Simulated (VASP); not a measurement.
The system is Ag.

```
Ag
1.0
    -1.62298    1.62298    1.62298
     1.62298   -1.62298    1.62298
     1.62298    1.62298   -1.62298
Ag
1
Direct
  0.00000 0.00000 0.00000
```

This isn't the form of Ag at room conditions, which is fcc.

* Program: VASP 6.6.1
* Task: relaxation of cell and atoms
* Functional: LDA
* Potentials or basis: VASP PAW LDA potentials, release 64 (Ag)
* Cutoff: 600 eV
* k mesh: 18 × 18 × 18
* Occupations: gaussian, width 0.1 eV
* Spin: no spin polarisation

At the start: pressure -6.6 GPa; volume 17.10 Å³/atom.

Where does the relaxation end?

Over 3 steps the energy falls by 21.3 meV/atom and the volume is 16.14 Å³/atom (-5.6 %); space group Im-3m (No. 229, to 0.05 Å).

The path:
```tsv
step	energy change (eV)	largest force (eV/Å)	pressure (GPa)	volume (Å³)
1	0.0000	0.0000	-6.59	17.10
2	-0.0068	0.0000	6.88	15.42
3	-0.0213	0.0000	-0.04	16.14
```

Final structure:
```
Ag
1.0
    -1.59188    1.59188    1.59188
     1.59188   -1.59188    1.59188
     1.59188    1.59188   -1.59188
Ag
1
Direct
  0.00000 0.00000 0.00000
```
